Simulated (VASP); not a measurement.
B2C:

```
B C
1.0
     2.72158    0.00000    0.00000
    -1.36079    2.35696    0.00000
     0.00000    0.00000    4.36745
B C
2 1
Direct
  0.33333 0.66667 0.25212
  0.66667 0.33333 0.74788
  0.00000 0.00000 0.50000
```

The cell was built by a generator and needn't be a form met in nature.

| Property | Result |
| --- | --- |
| Program | VASP 6.6.1 |
| Task | relaxation of cell and atoms |
| Functional | PBE |
| Potentials or basis | VASP PAW PBE potentials, release 64 (B, C) |
| Cutoff | 520 eV |
| k mesh | 9 × 9 × 5 |
| Occupations | gaussian, width 0.15 eV |
| Spin | no spin polarisation |

At the start: pressure -45.2 GPa; volume 9.34 Å³/atom.

Q: Where does the relaxation end?

A: Over 9 steps the energy falls by 907.5 meV/atom and the volume is 6.25 Å³/atom (-33.1 %); space group P-3m1 (No. 164, to 0.05 Å).

Step by step:
| step | energy change (eV) | largest force (eV/Å) | pressure (GPa) | volume (Å³) |
| --- | --- | --- | --- | --- |
| 1 | 0.0000 | 3.0050 | -45.17 | 28.02 |
| 2 | -2.3515 | 2.5737 | 25.51 | 18.45 |
| 3 | -2.4548 | 1.0519 | 3.51 | 19.76 |
| 4 | -2.6660 | 0.8868 | -6.58 | 19.56 |
| 5 | -2.6660 | 0.8806 | -6.69 | 19.56 |
| 6 | -2.7201 | 0.1613 | -1.35 | 18.78 |
| 7 | -2.7207 | 0.0543 | -2.00 | 18.85 |
| 8 | -2.7217 | 0.0630 | 1.72 | 18.68 |
| 9 | -2.7226 | 0.0125 | 0.21 | 18.75 |

Final structure:
```
B C
1.0
     2.57962    0.00000    0.00000
    -1.28981    2.23402    0.00000
     0.00000    0.00000    3.25402
B C
2 1
Direct
  0.33333 0.66667 0.25422
  0.66667 0.33333 0.74578
  0.00000 0.00000 0.50000
```

Caveat: the volume moved by over 15 % at a fixed basis, so the end points are rough.
